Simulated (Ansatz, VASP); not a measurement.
# ZnSi6S: VASP beside Ansatz, part 2 of 3

One calculation is typed for both programs; each brings its own data sets. How far apart do they land? The cell is generated by rule, not measured, and may not be a known phase. The cell is taken from a series of runs on this material, whose earlier steps may have relaxed, scaled, displaced or heated it; both programs get it as it stands.

VASP 6.6.1 and Ansatz 0.2.0.

So far: The starting structure; VASP: relaxation of cell and atoms, PBE, pair 1.

## (3) Ansatz: relaxation of cell and atoms, PBE, pair 1

Level of this step: Ansatz beside VASP: Kohn-Sham DFT, plane waves, PBE (Ansatz).

Ansatz runs on its default PAW (the set named soft_2) files.

The same cell, functional, mesh and smearing now go to Ansatz, which takes its cutoff from its data sets.

input.yaml

```yaml
crystal:
  lattice:
    - [2.7416327706, 2.7416327706, 0.0]
    - [-2.7430228114, 2.7430228114, 0.0]
    - [0.0, 0.0, 10.98276805]
  atoms:
    - { symbol: S, position: [0.5, 0.0, 0.1406995653] }
    - { symbol: Si, position: [0.5, 0.5, 0.2522917169] }
    - { symbol: Si, position: [0.0, 0.5, 0.3739616951] }
    - { symbol: Si, position: [0.0, 0.0, 0.498284051] }
    - { symbol: Si, position: [0.5, 0.0, 0.6225980054] }
    - { symbol: Si, position: [0.5, 0.5, 0.7476403129] }
    - { symbol: Si, position: [0.0, 0.5, 0.8698278888] }
    - { symbol: Zn, position: [0.0, 0.0, -0.0053032355] }
kpoints:
  mp_grid: { grid: [8, 8, 4] }
hamiltonian:
  xc: pbe
scf:
  occupations: { method: gaussian, width: 0.02 }
output:
  forces: true
  stress: true
  eigenvalues: true
relax:
  adjacent_minimum: "off"
  f_tol: 0.005
  max_steps: 80
  cell: { stress_tol: 0.05 }
```

The run is started by

```sh
$ ansatz run input.yaml --threads 8 --pin off --max-ram 14336MiB --backend cpu --events-out ev --progress --plain --runs-dir out
```

Numbers of over 12 decimals in the logs are rounded to 6 here.

The program printed:

```text
Engine: ansatz 0.2.0, aarch64-unknown-linux-gnu
Pseudopotentials: kind: paw
Pseudopotential: S, paw, valence charge 6, recommended cutoff 420 eV (normal), S.paw.azcp
Pseudopotential: Si, paw, valence charge 4, recommended cutoff 420 eV (normal), Si.paw.azcp
Pseudopotential: Zn, paw, valence charge 12, recommended cutoff 420 eV (normal), Zn.paw.azcp
Functional definition: PBE
  parameter kappa = 0.804
  parameter beta = 0.066725
  exchange = pbe_x(kappa = kappa, mu = beta*pi^2/3)
  correlation = pbe_c(beta = beta)
Crystal: 8 atoms, lattice volume = 165.189 Å³
Basis set: ecut = 420 eV, 3285 PW (Γ), exchange–correlation on 54×54×150 points (8 copies of the dense FFT grid, shifted against one another)
Bands: 29, of which v1, the nominal top of the filled ones, is band 21 counted from 1 (20 counted from 0)
Symmetry: 4 space group operations
Space group: Pmm2 (ITA 25), of the structure as read, at distance tolerance 5.5e-5 Å
k-points: 75 of 256 (time reversal used)
Non-local potential: S, projectors of the file, l = 0: 2, l = 1: 2, l = 2: 2
Non-local potential: Si, projectors of the file, l = 0: 2, l = 1: 2, l = 2: 2
Non-local potential: Zn, projectors of the file, l = 0: 2, l = 1: 2, l = 2: 3, l = 3: 1
PAW form: soft (Blöchl's): semilocal exchange-correlation on the pseudo side does not see the compensation charge
PAW one-centre angular grid: S, 110 points (default); XC on 64 Gauss nodes
PAW one-centre angular grid: Si, 110 points (default); XC on 64 Gauss nodes
PAW one-centre angular grid: Zn, 590 points (default); XC on 64 Gauss nodes
Initial density: superposition of atomic densities (neutral atoms: chi_scale 0, normalization atom), corrected by the library's trained network
Initial wavefunctions: pseudopotential atomic-orbital guess
Functional: x = pbe(κ = 0.804, μ = 0.219515), c = pbe(β = 0.066725)
SCF iter   1: F=—  HF=-8036.033439 eV  |F-HF|=—  |Δ(HF+E_count)|=         —  Δρ=3.34e-3  dr2=1.01e-1  ethr=1.77e-3  ⟨swp⟩=7.7  Hψ=11899  notcnv=0  defer=2
preconditioner: auto → Resta (q_TF=auto, 2.172 Å⁻¹)  ε∞=5.9  [insulator: Δε(μ)=0.022 eV  Ē_g=8.494 eV  σ=0.020 eV  W_gap=0.57  n_scr=26 (ndim 8)  ℏωp=18.7 eV  f_vac=0.000  D(μ)=2.28/eV (n_scr^D=4)  ε∞_Penn≈5.9]
SCF iter   2: F=—  HF=-8036.026898 eV  |F-HF|=—  |Δ(HF+E_count)|=   6.54e-3  Δρ=1.08e-3  dr2=5.78e-3  ethr=2.41e-4  ⟨swp⟩=1.4  Hψ=2814  notcnv=0  defer=117
SCF iter   3: F=—  HF=-8036.026594 eV  |F-HF|=—  |Δ(HF+E_count)|=   3.05e-4  Δρ=7.41e-4  dr2=1.19e-3  ethr=1.38e-5  ⟨swp⟩=2.1  Hψ=3575  notcnv=0  defer=205
SCF iter   4: F=—  HF=-8036.026556 eV  |F-HF|=—  |Δ(HF+E_count)|=   3.81e-5  Δρ=3.30e-4  dr2=1.92e-4  ethr=2.84e-6  ⟨swp⟩=2.2  Hψ=3082  notcnv=0  defer=205
SCF iter   5: F=—  HF=-8036.026558 eV  |F-HF|=—  |Δ(HF+E_count)|=   2.23e-6  Δρ=9.23e-5  dr2=2.61e-5  ethr=4.58e-7  ⟨swp⟩=2.0  Hψ=3269  notcnv=0  defer=205
SCF iter   6: F=—  HF=-8036.026543 eV  |F-HF|=—  |Δ(HF+E_count)|=   1.51e-5  Δρ=2.33e-5  dr2=1.45e-6  ethr=6.20e-8  ⟨swp⟩=2.1  Hψ=3359  notcnv=0  defer=205
SCF iter   7: F=-8036.026544 eV  HF=-8036.026544 eV  |F-HF|=5.54e-8  |Δ(HF+E_count)|=   1.42e-6  Δρ=5.41e-6  dr2=6.34e-8  ethr=2.38e-10  ⟨swp⟩=8.9  Hψ=12173  notcnv=0
SCF 1 converged in 7 iterations: F = -8036.026544 eV  dr2 = 6.34e-8
  greatest PAW one-centre occupation: 0.984 electrons in one spin orbital (limit 2), on the Zn atom at site 7 (counted from 0), in its partial waves of l = 2
relax step   1: F+E_penalty+E_count = -8036.02654435 eV  Δ(F+E_penalty+E_count) = +0.000e0 eV  max|allowed force component| = 1.286e-1 eV/Å  Δτ_max = 0.0000 Å  P = +0.123 GPa  Ω = 165.189 Å³  (7 SCF iters, dr2 threshold 1.00e-7 eV, accepted)
[...]
relax step   3: F+E_penalty+E_count = -8036.03105477 eV  Δ(F+E_penalty+E_count) = -8.026e-4 eV  max|allowed force component| = 2.737e-2 eV/Å  Δτ_max = 0.0111 Å  P = -0.026 GPa  Ω = 165.441 Å³  energy of the carried Pulay correction = -4.413e-5 eV  (6 SCF iters, dr2 threshold 4.30e-7 eV, accepted)
[...]
relax step   4: F+E_penalty+E_count = -8036.03115683 eV  Δ(F+E_penalty+E_count) = -1.021e-4 eV  max|allowed force component| = 2.182e-3 eV/Å  Δτ_max = 0.0046 Å  P = -0.001 GPa  Ω = 165.359 Å³  energy of the carried Pulay correction = -2.968e-5 eV  (7 SCF iters, dr2 threshold 4.68e-8 eV, accepted)
[...]
relax step   5: F+E_penalty+E_count = -8036.03119936 eV  Δ(F+E_penalty+E_count) = -4.253e-5 eV  max|allowed force component| = 2.137e-3 eV/Å  Δτ_max = 0.0000 Å  P = -0.001 GPa  Ω = 165.359 Å³  stress off target by 2.76e-3 GPa  SCF on the basis re-selected at this cell (its energy is not comparable with the rows above)  (7 SCF iters)
basis re-selected at this cell: Δ(F+E_penalty+E_count) = -4.253e-5 eV, ΔP = +0.000 GPa vs the last step (what re-selecting the basis moved, of the pressure what is left beyond the Pulay correction that the steps carried, after the strain that the cell walked since its last selection, with what the two solves' SCF thresholds leave and, on support functions, any second-order correction that the steps lacked; it is no m [...]
SCF converged after 7 iterations
Free energy (F): -8036.031199 eV
Harris-Foulkes:  -8036.031199 eV  (|F-HF|=2.36e-11)
Internal energy: -8036.030901 eV  (E = F + TS)
E sigma→0 (E₀):  -8036.031050 eV
Entropy (-TS):   -0.000299 eV (-0.037 meV/atom)
Fermi energy:    6.467041 eV
--- Per-component energies (eV) ---
  E_band       = 15.012841
  E_kinetic    = 476.615630
  E_local      = -2894.902763  (includes V_loc(G=0)·N_el)
  E_nonlocal   = 794.917403
  E_hartree    = 1234.093605
  E_xc         = -564.216033
  E_vxc        = -418.115859  (∫ρ·V_xc dr)
  E_paw        = -5501.608907  (= ΣΔE_a)
  E_vpaw       = -411.688534  (= ΣTr[D̂ρ^β])
  E_aug_tail   = -0.000348  (compensation charges beyond the density's cutoff)
  E_ewald      = -1580.929486
  E_smearing   = -0.000299  (= −TS)
  E_closure    = 0.000000  (closes the sum)
  Σ components = -8036.031199   (vs F -8036.031199, Δ=0.00e0)
--- Forces (eV/Å), atoms counted from 1 ---
  atom   1  S     -0.00000000    -0.00000000    -0.00077141
  atom   2  Si     0.00000000    -0.00000000     0.00176672
  atom   3  Si    -0.00000000    -0.00000000    -0.00016349
  atom   4  Si     0.00000000     0.00000000    -0.00120935
  atom   5  Si    -0.00000000     0.00000000     0.00143608
  atom   6  Si     0.00000000     0.00000000     0.00004520
  atom   7  Si    -0.00000000    -0.00000000    -0.00213731
  atom   8  Zn     0.00000000     0.00000000     0.00103149
  max |Σ_I F_I| component: 2.06e-6 eV/Å
--- Stress (GPa, compression-positive) ---
        0.000298       0.001517       0.000000
        0.001517       0.000298      -0.000000
        0.000000      -0.000000      -0.002762
  P = ⅓ Tr σ = -0.0007 GPa (-0.007 kbar)
--- Band table (eV; the first three rows and the last of 75) ---
  k-point 0: bands = [... 17 lower, 4.7008, 5.3735, 5.8354, 6.0559, 6.8114, 7.1776, 7.2051, 7.7077, ... 4 higher]
  k-point 1: bands = [... 17 lower, 4.7543, 5.0533, 5.6971, 6.0989, 6.7741, 7.0219, 7.2269, 7.7809, ... 4 higher]
  k-point 2: bands = [... 17 lower, 4.8092, 4.8898, 5.5159, 6.1265, 6.7346, 6.8723, 7.2814, 7.8810, ... 4 higher]
  k-point 74: bands = [... 17 lower, 2.8216, 3.1068, 3.3990, 4.0299, 7.5113, 7.6084, 8.1756, 8.2673, ... 4 higher]
--- Relaxed structure (4 steps of the walk, 4 accepted, 1 SCFs on fresh bases) ---
  F+E_penalty+E_count = -8036.03119936 eV   max|allowed force component| = 2.137e-3 eV/Å   (the final SCF, on the basis selected at the relaxed cell)
  cell:  # Å, volume = 165.3586 Å³
    - [2.736648, 2.736648, 1.8657716410474056e-18]
    - [-2.757099, 2.757099, 1.3079033012378693e-18]
    - [1.1187161673502645e-18, 6.35542018950654e-18, 10.957854]
  atoms:
    - { symbol: S, position: [0.5, -1.3487077300311457e-19, 0.142018] }
    - { symbol: Si, position: [0.5, 0.5, 0.251119] }
    - { symbol: Si, position: [-5.099173143500634e-19, 0.5, 0.373412] }
    - { symbol: Si, position: [3.616194357986567e-19, -3.6143618330518737e-19, 0.497200] }
    - { symbol: Si, position: [0.5, -5.907492776121297e-19, 0.622053] }
    - { symbol: Si, position: [0.5, 0.5, 0.747009] }
    - { symbol: Si, position: [-1.1882201268840446e-18, 0.5, 0.870132] }
    - { symbol: Zn, position: [-7.876590671532578e-19, 7.872599169036562e-19, -0.00294186] }
```

Reading the cycles: dr2 is the Hartree energy of the density residual (eV), the measure of convergence; HF is the Harris–Foulkes estimate of the energy, which meets the free energy F at convergence.

## (4) Side by side

Known differences besides the potentials themselves: the cutoff is 420 eV in Ansatz and 500 eV in VASP; Ansatz adds a Pulay correction to the stress that steers its cell, VASP none. Total energies have different zeros and are not compared.

Compared:

| quantity | Ansatz | VASP | difference |
| --- | --- | --- | --- |
| volume (Å³) | 165.36 | 165.31 | +0.03 % |
| edge a after relaxation, in the typed setting (Å) | 3.870 | 3.870 | +0.01 % |
| edge b after relaxation, in the typed setting (Å) | 3.899 | 3.898 | +0.03 % |
| edge c after relaxation, in the typed setting (Å) | 10.958 | 10.959 | -0.01 % |

## (5) VASP: relaxation of cell and atoms, PBE, pair 2

The relaxed volume is the usual yardstick between codes: in a stiff, nearly cubic crystal its relative difference is about their pressure difference at one cell divided by the bulk modulus.

INCAR

```
SYSTEM = ZnSi6S
PREC = Accurate
ENCUT = 500
EDIFF = 1E-07
NELM = 120
ISMEAR = 0
SIGMA = 0.1
LREAL = .FALSE.
ALGO = Normal
GGA = PE
NBANDS = 29
LORBIT = 11
LWAVE = .FALSE.
LCHARG = .FALSE.
ISIF = 3
IBRION = 2
NSW = 80
EDIFFG = -0.005
LASPH = .TRUE.
GGA_COMPAT = .FALSE.
NELMIN = 4
KPAR = 2
```

POSCAR

```
ZnSi6S
1.0
    2.7366480000      2.7366480000      0.0000000000
   -2.7570990000      2.7570990000      0.0000000000
    0.0000000000      0.0000000000     10.9578540000
S Si Zn
1 6 1
Direct
    0.5000000000      0.0000000000      0.1420175885
    0.5000000000      0.5000000000      0.2511189691
    0.0000000000      0.5000000000      0.3734115275
    0.0000000000      0.0000000000      0.4971999079
    0.5000000000      0.0000000000      0.6220531867
    0.5000000000      0.5000000000      0.7470090403
    0.0000000000      0.5000000000      0.8701315057
    0.0000000000      0.0000000000      0.9970580918
```

KPOINTS

```
Automatic mesh
0
Gamma
10 10 4
0 0 0
```

Potentials, in the order of the species: S, Si and Zn (PBE family, release 64).

The run is started by

```sh
$ mpirun -np 2 vasp_std
```

The program printed:

```text
[... set-up lines as in an earlier step ...]
 entering main loop
       N       E                     dE             d eps       ncg     rms          rms(c)
DAV:   1     0.191061397809E+03    0.19106E+03   -0.16951E+04  6264   0.128E+03
DAV:   2    -0.193458516347E+02   -0.21041E+03   -0.20082E+03  6844   0.257E+02
DAV:   3    -0.385084533465E+02   -0.19163E+02   -0.18835E+02  7910   0.764E+01
DAV:   4    -0.390212311764E+02   -0.51278E+00   -0.51103E+00  7977   0.126E+01
[...]
DAV:  15    -0.378771946484E+02   -0.38543E-06   -0.36687E-06  8996   0.193E-02    0.204E-03
DAV:  16    -0.378771948135E+02   -0.16514E-06   -0.40885E-07  7021   0.598E-03    0.821E-04
DAV:  17    -0.378771948660E+02   -0.52440E-07   -0.11050E-07  4405   0.207E-03
   1 F= -.37877195E+02 E0= -.37874698E+02  d E =-.378772E+02
[... from here on, the cycles between the ionic steps are left out ...]
   2 F= -.37879759E+02 E0= -.37877566E+02  d E =-.256458E-02
   3 F= -.37880217E+02 E0= -.37878231E+02  d E =-.302253E-02
   4 F= -.37880926E+02 E0= -.37879063E+02  d E =-.708265E-03
   5 F= -.37880984E+02 E0= -.37879172E+02  d E =-.766471E-03
   6 F= -.37881277E+02 E0= -.37879489E+02  d E =-.292978E-03
   7 F= -.37881278E+02 E0= -.37879492E+02  d E =-.294340E-03
   8 F= -.37881398E+02 E0= -.37879629E+02  d E =-.120274E-03
   9 F= -.37881401E+02 E0= -.37879634E+02  d E =-.123220E-03
  10 F= -.37881408E+02 E0= -.37879642E+02  d E =-.644816E-05
 trial-energy change:   -0.000006  1 .order   -0.000008   -0.000017    0.000001
 step:   1.1360(harm=  1.1853)  dis= 0.00031  next Energy=   -37.881408 (dE=-0.652E-05)
 reached required accuracy - stopping structural energy minimisation
```

Parts of OUTCAR (step 5):

```text
  Total       -0.0095912     -0.0095912     -0.0212881     -0.0056894      0.0000000      0.0000000
  in kB       -0.0929622     -0.0929622     -0.2063327     -0.0551440      0.0000000      0.0000000
  external PRESSURE =      -0.1307523 kB  Pullay stress =       0.0000000 kB

 POSITION                                       TOTAL-FORCE (eV/Angst)
 -----------------------------------------------------------------------------------
     -1.38941      4.12236      1.57277         0.000000     -0.000000      0.000564
     -0.01147      2.74441      2.74423         0.000000     -0.000000     -0.000907
     -1.37794      1.37794      4.09236         0.000000     -0.000000     -0.003867
      2.73294      2.73294      5.45000         0.000000     -0.000000     -0.000137
      1.36647      1.36647      6.81891         0.000000     -0.000000      0.002036
     -0.01147      2.74441      8.19076         0.000000     -0.000000      0.001399
      1.35500      4.11089      9.54434         0.000000     -0.000000      0.000476
      0.00000      0.00000     10.96880        -0.000000      0.000000      0.000436
 -----------------------------------------------------------------------------------
    total drift:                               -0.000000      0.000000     -0.001158

  FREE ENERGIE OF THE ION-ELECTRON SYSTEM (eV)
  ---------------------------------------------------
  free  energy   TOTEN  =       -37.8814078725 eV

  energy  without entropy=      -37.8778755516  energy(sigma->0) =      -37.87964171

[... 1 part as in an earlier step ...]

[... 3 further parts left out ...]
[key lines of the parts left out:]
E-fermi :   5.3737
```

## (6) Ansatz: relaxation of cell and atoms, PBE, pair 2

The same cell, functional, mesh and smearing now go to Ansatz, which takes its cutoff from its data sets.

The cell is taken from a series of runs on this material, whose earlier steps may have relaxed, scaled, displaced or heated it; both programs get it as it stands.

input.yaml

```yaml
crystal:
  lattice:
    - [2.7366484843, 2.7366484843, 0.0]
    - [-2.7570989601, 2.7570989601, 0.0]
    - [0.0, 0.0, 10.9578540236]
  atoms:
    - { symbol: S, position: [0.5, 0.0, 0.1420175998] }
    - { symbol: Si, position: [0.5, 0.5, 0.2511190049] }
    - { symbol: Si, position: [0.0, 0.5, 0.3734115566] }
    - { symbol: Si, position: [0.0, 0.0, 0.49719993] }
    - { symbol: Si, position: [0.5, 0.0, 0.6220531892] }
    - { symbol: Si, position: [0.5, 0.5, 0.7470090651] }
    - { symbol: Si, position: [0.0, 0.5, 0.8701315186] }
    - { symbol: Zn, position: [0.0, 0.0, -0.0029418643] }
kpoints:
  mp_grid: { grid: [10, 10, 4] }
hamiltonian:
  xc: pbe
scf:
  occupations: { method: gaussian, width: 0.1 }
output:
  forces: true
  stress: true
  eigenvalues: true
relax:
  adjacent_minimum: "off"
  f_tol: 0.005
  max_steps: 80
  cell: { stress_tol: 0.05 }
```

The run is started by

```sh
$ ansatz run input.yaml --threads 8 --pin off --max-ram 14336MiB --backend cpu --events-out ev --progress --plain --runs-dir out
```

The program printed:

```text
[...]
Crystal: 8 atoms, lattice volume = 165.359 Å³
Basis set: ecut = 420 eV, 3281 PW (Γ), exchange–correlation on 54×54×150 points (8 copies of the dense FFT grid, shifted against one another)
Bands: 29, of which v1, the nominal top of the filled ones, is band 21 counted from 1 (20 counted from 0)
Symmetry: 4 space group operations
[...]
- [-2.756483, 2.756483, 0]
    - [0, 0, 10.970637]
  atoms:
    - { symbol: S, position: [0.5, 0, 0.142998] }
    - { symbol: Si, position: [0.500000, 0.500000, 0.249853] }
    - { symbol: Si, position: [0, 0.500000, 0.372780] }
    - { symbol: Si, position: [0, 0, 0.496599] }
    - { symbol: Si, position: [0.5, 0, 0.621451] }
    - { symbol: Si, position: [0.500000, 0.500000, 0.746544] }
    - { symbol: Si, position: [0, 0.500000, 0.870002] }
    - { symbol: Zn, position: [0, 0, -0.000227144] }
[key lines of the parts left out:]
SCF converged after 5 iterations
Free energy (F): -8036.071260 eV
Fermi energy:    6.539261 eV
P = ⅓ Tr σ = -0.0001 GPa (-0.001 kbar)
```

## (7) Comparison

The two programs side by side:

| quantity | Ansatz | VASP | difference |
| --- | --- | --- | --- |
| volume (Å³) | 165.31 | 165.30 | +0.00 % |
| edge a after relaxation, in the typed setting (Å) | 3.865 | 3.865 | +0.01 % |
| edge b after relaxation, in the typed setting (Å) | 3.898 | 3.897 | +0.02 % |
| edge c after relaxation, in the typed setting (Å) | 10.971 | 10.974 | -0.03 % |

[end of part 2 of 3]

[Lines on the potential files, build, host, timing and source positions are cut from VASP's logs without a mark.]

[Logs are printed without paths, hosts, clocks, repeated set-up lines and the standing remarks that a program may print on its own settings, such as how far it seeks lower states.]

[Hosts, paths, dates, database ids (printed as entryN), source tags and the programs' standing remarks are cut or masked in the printed files.]
